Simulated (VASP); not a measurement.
Calculation: r2SCAN meta-GGA, VASP's PBE PAW potentials (set 64) (plane waves; VASP).

VASP input:

KPOINTS:
```
Automatic mesh
0
Gamma
10 10 10
0 0 0
```

**INCAR**
```
LASPH = .TRUE.
PREC = Normal
NSW = 20   ! most ionic steps
METAGGA = R2SCAN
ISMEAR = 0
EDIFF = 1E-5   ! SCF stop (eV)
SIGMA = 0.05
NELM = 100   ! most electronic steps
EDIFFG = -0.03   ! ionic stop
ISIF = 2
IBRION = 2
LWAVE = .FALSE.
LREAL = .FALSE.   ! projection in real space or not
SYSTEM = MgS
NELMIN = 4
LMIXTAU = .TRUE.
ALGO = Normal
ENCUT = 400
LCHARG = .FALSE.
```

**POSCAR**
```
MgS
1.0
  0.0000000000   2.5964811886   2.5964811886
  2.5964811886   0.0000000000   2.5964811886
  2.5964811886   2.5964811886   0.0000000000
Mg S
1 1
Cart
  0.0000000000   0.0000000000   0.0000000000
  2.5964811886   2.5964811886   2.5964811886
```

POTCAR, in this order: Mg S (PBE.64 set). Program: vasp_std.

What VASP printed:

**OUTCAR**
```
 ion  position               nearest neighbor table
   1  0.000  0.000  0.000-   2 2.60   2 2.60   2 2.60   2 2.60   2 2.60   2 2.60
   2  0.500  0.500  0.500-   1 2.60   1 2.60   1 2.60   1 2.60   1 2.60   1 2.60
  LATTYP: Found a face centered cubic cell.
 ALAT       =     5.1929623772
 Subroutine PRICEL returns:
 Original cell was already a primitive cell.
 Subroutine GETGRP returns: Found 48 space group operations
The static configuration has the point symmetry O_h .
The dynamic configuration has the point symmetry O_h .
 Subroutine INISYM returns: Found 48 space group operations
 Subroutine IBZKPT returns following result:
 Found     47 irreducible k-points:

 Following reciprocal coordinates:
            Coordinates               Weight
  0.000000  0.000000  0.000000      1.000000
  0.100000  0.000000  0.000000      8.000000
  0.200000  0.000000  0.000000      8.000000
  0.300000  0.000000  0.000000      8.000000
  0.400000  0.000000  0.000000      8.000000
  0.500000  0.000000  0.000000      4.000000
  0.100000  0.100000  0.000000      6.000000
  0.200000  0.100000  0.000000     24.000000
  0.300000  0.100000  0.000000     24.000000
  0.400000  0.100000  0.000000     24.000000
  0.500000  0.100000  0.000000     24.000000
 -0.400000  0.100000  0.000000     24.000000
 -0.300000  0.100000  0.000000     24.000000
 -0.200000  0.100000  0.000000     24.000000
 -0.100000  0.100000  0.000000     12.000000
  0.200000  0.200000  0.000000      6.000000
  0.300000  0.200000  0.000000     24.000000
  0.400000  0.200000  0.000000     24.000000
  0.500000  0.200000  0.000000     24.000000
 -0.400000  0.200000  0.000000     24.000000
 -0.300000  0.200000  0.000000     24.000000
 -0.200000  0.200000  0.000000     12.000000
  0.300000  0.300000  0.000000      6.000000
  0.400000  0.300000  0.000000     24.000000
...
```

**OSZICAR**
```
       N       E                     dE             d eps       ncg     rms          rms(c)
DAV:   1     0.914373186921E+01    0.91437E+01   -0.33252E+03   824   0.663E+02
DAV:   2    -0.164377259953E+02   -0.25581E+02   -0.23986E+02  1088   0.996E+01
DAV:   3    -0.170949369404E+02   -0.65721E+00   -0.65721E+00   920   0.211E+01
DAV:   4    -0.170975237623E+02   -0.25868E-02   -0.25868E-02  1232   0.148E+00
DAV:   5    -0.170975255063E+02   -0.17441E-05   -0.17440E-05   936   0.334E-02    0.463E+00
DAV:   6    -0.154761425856E+02    0.16214E+01   -0.11105E+00   808   0.777E+00    0.489E+00
DAV:   7    -0.153210861949E+02    0.15506E+00   -0.51230E-01   760   0.446E+00    0.193E+00
DAV:   8    -0.154566464636E+02   -0.13556E+00   -0.24844E-01   904   0.452E+00    0.170E+00
DAV:   9    -0.154284271812E+02    0.28219E-01   -0.67509E-02   760   0.283E+00    0.211E-01
DAV:  10    -0.154890452263E+02   -0.60618E-01   -0.15350E-02   768   0.123E+00    0.136E-01
DAV:  11    -0.154781787085E+02    0.10867E-01   -0.10134E-03   936   0.334E-01    0.144E-01
DAV:  12    -0.155093144588E+02   -0.31136E-01   -0.12684E-02   824   0.110E+00    0.129E-01
DAV:  13    -0.155090698002E+02    0.24466E-03   -0.96037E-04   904   0.402E-01    0.109E-01
DAV:  14    -0.155092428240E+02   -0.17302E-03   -0.37963E-05   824   0.914E-02    0.699E-02
DAV:  15    -0.155092038066E+02    0.39017E-04   -0.90786E-05   760   0.117E-01    0.587E-02
DAV:  16    -0.155092252071E+02   -0.21400E-04   -0.21093E-06   456   0.166E-02    0.471E-02
DAV:  17    -0.155092371645E+02   -0.11957E-04   -0.64284E-06   392   0.202E-02    0.107E-02
DAV:  18    -0.155092465709E+02   -0.94064E-05   -0.77312E-07   400   0.122E-02
   1 F= -.15509247E+02 E0= -.15509247E+02  d E =-.155092E+02
```

**OUTCAR**
```
------------------------ aborting loop because EDIFF is reached ----------------------------------------
  FORCE on cell =-STRESS in cart. coord.  units (eV):
  Direction    XX          YY          ZZ          XY          YZ          ZX
  --------------------------------------------------------------------------------------
  Total        0.0140777      0.0140777      0.0140777      0.0000000     -0.0000000      0.0000000
  in kB        0.6442522      0.6442522      0.6442522      0.0000000     -0.0000000      0.0000000
  external PRESSURE =       0.6442522 kB  Pullay stress =       0.0000000 kB
  volume of cell :       35.01
      direct lattice vectors                 reciprocal lattice vectors
     0.000000000  2.596481189  2.596481189    -0.192568312  0.192568312  0.192568312
     2.596481189  0.000000000  2.596481189     0.192568312 -0.192568312  0.192568312
     2.596481189  2.596481189  0.000000000     0.192568312  0.192568312 -0.192568312
 POSITION                                       TOTAL-FORCE (eV/Angst)
 -----------------------------------------------------------------------------------
      0.00000      0.00000      0.00000         0.000000     -0.000000     -0.000000
      2.59648      2.59648      2.59648        -0.000000      0.000000      0.000000
 -----------------------------------------------------------------------------------
    total drift:                               -0.000000     -0.000000     -0.000000
  FREE ENERGIE OF THE ION-ELECTRON SYSTEM (eV)
  ---------------------------------------------------
  free  energy   TOTEN  =       -15.5092465709 eV

  energy  without entropy=      -15.5092465709  energy(sigma->0) =      -15.50924657

 reached required accuracy - stopping structural energy minimisation
```
(Selected blocks of OUTCAR.)

OUTCAR:
```
 val. band max:        3.5462326207   @ k =   0.0000   0.0000   0.0000

 cond. band min:       6.9934278724   @ k =   0.5000   0.5000   0.0000


 Fermi energy:         3.7935350662

 k-point     1 :       0.0000    0.0000    0.0000
  band No.  band energies     occupation
      1      -9.6707      2.00000
      2       3.5462      2.00000
      3       3.5462      2.00000
      4       3.5462      2.00000
      5       8.2132      0.00000
      6      12.0736      0.00000
      7      12.0736      0.00000
      8      12.0736      0.00000

 k-point     2 :       0.1000    0.0000    0.0000
  band No.  band energies     occupation
      1      -9.5697      2.00000
      2       2.8497      2.00000
      3       3.4758      2.00000
      4       3.4758      2.00000
      5       8.7603      0.00000
      6      11.8488      0.00000
      7      12.2694      0.00000
      8      12.2694      0.00000

 k-point     3 :       0.2000    0.0000    0.0000
  band No.  band energies     occupation
      1      -9.2850      2.00000
      2       1.4553      2.00000
      3       3.3039      2.00000
      4       3.3039      2.00000
      5       9.3162      0.00000
      6      12.1206      0.00000
      7      12.2608      0.00000
      8      12.2609      0.00000

 k-point     4 :       0.3000    0.0000    0.0000
  band No.  band energies     occupation
      1      -8.8808      2.00000
      2       0.0633      2.00000
      3       3.1122      2.00000
      4       3.1122      2.00000
      5       9.1409      0.00000
      6      11.6776      0.00000
      7      11.6777      0.00000
      8      13.4416      0.00000

 k-point     5 :       0.4000    0.0000    0.0000
  band No.  band energies     occupation
      1      -8.4925      2.00000
      2      -0.9700      2.00000
      3       2.9706      2.00000
      4       2.9706      2.00000
      5       8.8746      0.00000
      6      11.2183      0.00000
      7      11.2184      0.00000
...
```

The compound is MgS in the rock salt structure. It was relaxed first.
